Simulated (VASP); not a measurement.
```
CELL_PARAMETERS angstrom
      1.86359    -3.22783     0.00000
      1.86359     3.22783     0.00000
      0.00000     0.00000     5.78853
ATOMIC_POSITIONS crystal
  Sn 0.00000 0.00000 0.00000
  Se 0.33333 0.66667 0.26664
  Se 0.66667 0.33333 0.73336
```

These are LDA (Ceperley-Alder, Perdew-Zunger), VASP's LDA PAW potentials (set 64) (plane waves; VASP 6.6.1) values and carry that method's errors. Settings: 520 eV cut-off, 7×7×4 Γ-centred mesh, Gaussian smearing of 0.050 eV, potentials Sn_d Se.

The ions and cell shape at fixed volume are relaxed. What does this cell relax into?

```
CELL_PARAMETERS angstrom
      1.88904    -3.27191     0.00000
      1.88904     3.27191     0.00000
      0.00000     0.00000     5.63361
ATOMIC_POSITIONS crystal
  Sn 0.00000 0.00000 0.00000
  Se 0.33333 0.66667 0.27962
  Se 0.66667 0.33333 0.72038
```
Space group P-3m1 (164), at a tolerance of 0.03 Å.

How much energy does the relaxation gain?

The energy (σ→0) changes by -13.3 meV/atom, in 8 ionic steps.

The compound is SnSe2 in the 1T layered structure. This cell is one point of a volume scan, at 0.94 of the reference volume. Symmetry was kept, so distortions that lower it aren't found.
